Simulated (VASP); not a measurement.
Data:

```
CELL_PARAMETERS angstrom
      0.00000     3.89481     4.02832
      2.26138     0.00000     4.02832
      2.26138     3.89481     0.00000
ATOMIC_POSITIONS crystal
  Si 0.66350 0.33650 0.66350
  Si 0.33650 0.66350 0.33650
  Si 0.58650 0.91350 0.58650
  Si 0.91350 0.58650 0.91350
  Co 0.00000 0.00000 0.00000
  Co 0.25000 0.25000 0.25000
```
Starting moments (μB, in the order of the record's atoms Si Si Si Si Co Co): 0.0 0.0 0.0 0.0 3.0 3.0.

Level of theory: PBE GGA, VASP's PBE PAW potentials (set 64) (plane waves; VASP). Run with 300 eV cut-off, 4×4×4 Γ-centred mesh, Gaussian smearing of 0.050 eV, potentials Si Co.

At this cut-off the stress carries a Pulay error, which pulls relaxed volumes low.

### Question
The ions, cell shape and volume are relaxed. Which structure does the run end with?

### Answer

```
CELL_PARAMETERS angstrom
      0.00000     3.72870     4.57865
      2.09126     0.00000     4.57865
      2.09126     3.72870     0.00000
ATOMIC_POSITIONS crystal
  Si 0.66706 0.33294 0.66706
  Si 0.33294 0.66706 0.33294
  Si 0.58294 0.91706 0.58294
  Si 0.91706 0.58294 0.91706
  Co 0.00000 0.00000 0.00000
  Co 0.25000 0.25000 0.25000
```
Space group Fddd (70), at a tolerance of 0.03 Å. The cell ends with 0.00 μB, on the sites 0.00 0.00 0.00 0.00 0.00 0.00 μB.

### Question
How do energy and volume change from the first to the last step?

### Answer
The energy (σ→0) changes by -93.4 meV/atom and the volume by +0.6 %, in 18 ionic steps.

```csv
step,E(σ→0) (eV),max force (eV/Å),pressure (GPa),volume (Å³)
1,-35.7528,0.554,3.66,70.96
2,-36.0425,0.046,-4.07,73.68
3,-36.0670,0.131,-6.28,74.64
4,-36.1726,0.488,2.24,70.92
5,-36.1946,0.393,-0.46,71.88
6,-36.2703,0.101,1.82,70.81
7,-36.2793,0.085,3.16,70.25
8,-36.2901,0.185,-2.58,72.38
9,-36.2953,0.148,-0.51,71.57
10,-36.3072,0.048,-0.91,71.69
11,-36.3116,0.040,-1.04,71.80
12,-36.3117,0.025,-1.07,71.78
13,-36.3096,0.020,1.55,70.83
14,-36.3131,0.023,-0.01,71.41
15,-36.3131,0.023,0.01,71.41
16,-36.3128,0.024,-0.55,71.60
17,-36.3131,0.023,-0.07,71.42
18,-36.3133,0.003,-0.08,71.41
```

The structure was generated: CoSi2 was put into an ordered model structure, which need not be its known phase. This run relaxes it. Symmetry was kept, so distortions that lower it aren't found. The k-mesh is coarse (spacing up to 0.46 per Å, 2π included), so the numbers may not be converged in it. The run is one of a series of settings (EDIFFG = -0.01, IBRION = 2, ISIF = 3, NSW = 50 against the base run), some of them coarse on purpose.
